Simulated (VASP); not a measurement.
OSZICAR of a VASP run on Mg (hcp):

OSZICAR:
```
       N       E                     dE             d eps       ncg     rms          rms(c)
DAV:   1    -0.802844573001E+01   -0.80284E+01   -0.12869E+03   918   0.473E+02
DAV:   2    -0.108016327529E+02   -0.27732E+01   -0.24746E+01  1242   0.296E+01
DAV:   3    -0.108266294368E+02   -0.24997E-01   -0.24937E-01  1308   0.359E+00
DAV:   4    -0.108267084451E+02   -0.79008E-04   -0.79008E-04  1266   0.177E-01
DAV:   5    -0.108267090716E+02   -0.62649E-06   -0.62615E-06  1302   0.117E-02    0.102E+00
DAV:   6    -0.101105254502E+02    0.71618E+00   -0.19640E-01   924   0.571E+00    0.635E-01
DAV:   7    -0.101030183200E+02    0.75071E-02   -0.10259E-02  1044   0.123E+00    0.692E-02
DAV:   8    -0.101061616918E+02   -0.31434E-02   -0.32709E-02   966   0.114E+00    0.706E-02
DAV:   9    -0.101095594248E+02   -0.33977E-02   -0.89306E-03  1014   0.530E-01    0.917E-02
DAV:  10    -0.100429648599E+02    0.66595E-01   -0.49928E-02   930   0.297E+00    0.838E-02
DAV:  11    -0.100932599610E+02   -0.50295E-01   -0.21403E-02   930   0.189E+00    0.797E-02
DAV:  12    -0.100732190124E+02    0.20041E-01   -0.12616E-02   912   0.107E+00    0.201E-02
DAV:  13    -0.100746073842E+02   -0.13884E-02   -0.14271E-04  1368   0.103E-01    0.197E-02
DAV:  14    -0.100616520216E+02    0.12955E-01   -0.14367E-03   942   0.381E-01    0.201E-02
DAV:  15    -0.100850871720E+02   -0.23435E-01   -0.44605E-03   942   0.886E-01    0.650E-02
DAV:  16    -0.101090261065E+02   -0.23939E-01   -0.20487E-02   930   0.163E+00    0.286E-02
DAV:  17    -0.101121621381E+02   -0.31360E-02   -0.52151E-03   942   0.938E-01    0.302E-02
DAV:  18    -0.101122319724E+02   -0.69834E-04   -0.81355E-05  1218   0.751E-02    0.299E-02
DAV:  19    -0.101123400442E+02   -0.10807E-03   -0.22182E-04   936   0.107E-01    0.228E-02
DAV:  20    -0.101124018687E+02   -0.61824E-04   -0.72768E-04   936   0.220E-01    0.885E-03
DAV:  21    -0.101124233274E+02   -0.21459E-04   -0.36333E-05  1146   0.618E-02    0.622E-03
DAV:  22    -0.101124157210E+02    0.76064E-05   -0.29878E-05   954   0.693E-02    0.349E-03
DAV:  23    -0.101124304646E+02   -0.14744E-04   -0.73979E-06  1002   0.226E-02    0.218E-03
DAV:  24    -0.101124207432E+02    0.97214E-05   -0.12661E-06   990   0.146E-02    0.122E-03
DAV:  25    -0.101124268931E+02   -0.61499E-05   -0.27207E-07   594   0.776E-03    0.100E-03
DAV:  26    -0.101124267050E+02    0.18805E-06   -0.49574E-07   558   0.559E-03
   1 F= -.10112427E+02 E0= -.10112466E+02  d E =-.101124E+02
       N       E                     dE             d eps       ncg     rms          rms(c)
DAV:   1    -0.101191889604E+02   -0.67621E-02   -0.36201E-02  1176   0.122E+00    0.590E-02
DAV:   2    -0.101193726443E+02   -0.18368E-03   -0.12929E-03   984   0.273E-01    0.344E-02
DAV:   3    -0.101193473719E+02    0.25272E-04   -0.22802E-03   912   0.357E-01    0.205E-02
DAV:   4    -0.101191256333E+02    0.22174E-03   -0.51037E-03   912   0.523E-01    0.274E-02
DAV:   5    -0.101194027378E+02   -0.27710E-03   -0.31920E-03   912   0.413E-01    0.538E-03
DAV:   6    -0.101194329081E+02   -0.30170E-04   -0.19358E-04   936   0.923E-02    0.220E-03
DAV:   7    -0.101194286431E+02    0.42650E-05   -0.10828E-05   972   0.260E-02    0.372E-04
DAV:   8    -0.101194335170E+02   -0.48739E-05   -0.27161E-06   936   0.141E-02    0.504E-04
DAV:   9    -0.101194285532E+02    0.49638E-05   -0.10243E-06   906   0.116E-02    0.982E-05
DAV:  10    -0.101194302546E+02   -0.17014E-05   -0.42378E-08   486   0.275E-03    0.489E-05
DAV:  11    -0.101194300298E+02    0.22482E-06   -0.58012E-08   492   0.184E-03
   2 F= -.10119430E+02 E0= -.10119417E+02  d E =-.700332E-02
       N       E                     dE             d eps       ncg     rms          rms(c)
DAV:   1    -0.101198479037E+02   -0.41765E-03   -0.31897E-03  1152   0.364E-01    0.177E-02
DAV:   2    -0.101198652448E+02   -0.17341E-04   -0.12221E-04   972   0.815E-02    0.104E-02
DAV:   3    -0.101198658071E+02   -0.56230E-06   -0.20202E-04   918   0.106E-01    0.646E-03
DAV:   4    -0.101198453019E+02    0.20505E-04   -0.52611E-04   912   0.166E-01    0.925E-03
DAV:   5    -0.101198711359E+02   -0.25834E-04   -0.37020E-04   912   0.138E-01    0.187E-03
DAV:   6    -0.101198766596E+02   -0.55236E-05   -0.17557E-05   924   0.281E-02    0.486E-04
DAV:   7    -0.101198746773E+02    0.19823E-05   -0.95192E-07   684   0.747E-03    0.281E-04
DAV:   8    -0.101198763974E+02   -0.17202E-05   -0.50453E-07   474   0.528E-03    0.123E-04
DAV:   9    -0.101198746437E+02    0.17538E-05   -0.76950E-08   462   0.276E-03    0.417E-05
DAV:  10    -0.101198751659E+02   -0.52222E-06   -0.25682E-09   456   0.604E-04
   3 F= -.10119875E+02 E0= -.10119827E+02  d E =-.744846E-02
       N       E                     dE             d eps       ncg     rms          rms(c)
DAV:   1    -0.101198759930E+02   -0.13493E-05   -0.24480E-05  1158   0.319E-02    0.155E-03
DAV:   2    -0.101198766847E+02   -0.69166E-06   -0.99491E-07   684   0.728E-03
   4 F= -.10119877E+02 E0= -.10119825E+02  d E =-.744998E-02
       N       E                     dE             d eps       ncg     rms          rms(c)
DAV:   1    -0.101199534463E+02   -0.77453E-04   -0.25904E-04  1236   0.908E-02    0.619E-03
DAV:   2    -0.101199537100E+02   -0.26370E-06   -0.21485E-06  1020   0.122E-02
   5 F= -.10119954E+02 E0= -.10119866E+02  d E =-.770254E-04
       N       E                     dE             d eps       ncg     rms          rms(c)
DAV:   1    -0.101199993924E+02   -0.45946E-04   -0.57774E-04  1248   0.135E-01    0.964E-03
DAV:   2    -0.101199997554E+02   -0.36298E-06   -0.58886E-06  1026   0.186E-02
   6 F= -.10120000E+02 E0= -.10119870E+02  d E =-.123071E-03
```

Question: Which electronic solver shows in the log?

Answer: It is blocked Davidson (ALGO = Normal, or the opening steps of other solvers). The INCAR had ALGO = Normal.

Question: Can the final energy be trusted as converged?

Answer: The calculation finished and met its thresholds. It stopped with EDIFF = 1E-6, NELM = 100, NSW = 60 and EDIFFG = -0.01 after 6 ionic steps (MS2 meta-GGA, plane waves, VASP's PBE PAW potentials (set 64)). Energy and stress use the plane-wave basis of the starting cell.

The compound is Mg in the hcp structure. This run relaxes it. Symmetry was kept, so distortions that lower it aren't found.
